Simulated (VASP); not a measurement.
Here is the system:

```xyz
2
Lattice="0.0000 1.9992 1.9992 1.9992 0.0000 1.9992 1.9992 1.9992 0.0000" Properties=species:S:1:pos:R:3 pbc="T T T"
Li     0.0000     0.0000     0.0000
H      1.9992     1.9992     1.9992
```

Method: PBE GGA, VASP's PBE PAW potentials (set 64) (plane waves; VASP 6.6.1). Numerical set-up: 520 eV cut-off, Gaussian smearing of 0.050 eV, potentials Li_sv H.

Problem. Give the energies of bands 2 to 4 at the high-symmetry points, in eV from the valence-band maximum.

Solution. 
```tsv
band	Γ	X	U	L	W
2	-5.46	0.00	-0.52	-2.65	-0.23
3	16.19	2.97	4.13	4.94	5.27
4	17.97	10.85	7.61	13.73	5.27
```

The gap is direct, 2.97 eV, from the valence maximum at X to the conduction minimum at X.

The compound is LiH in the rock salt structure. It was relaxed first, which changed the volume by -6 %.
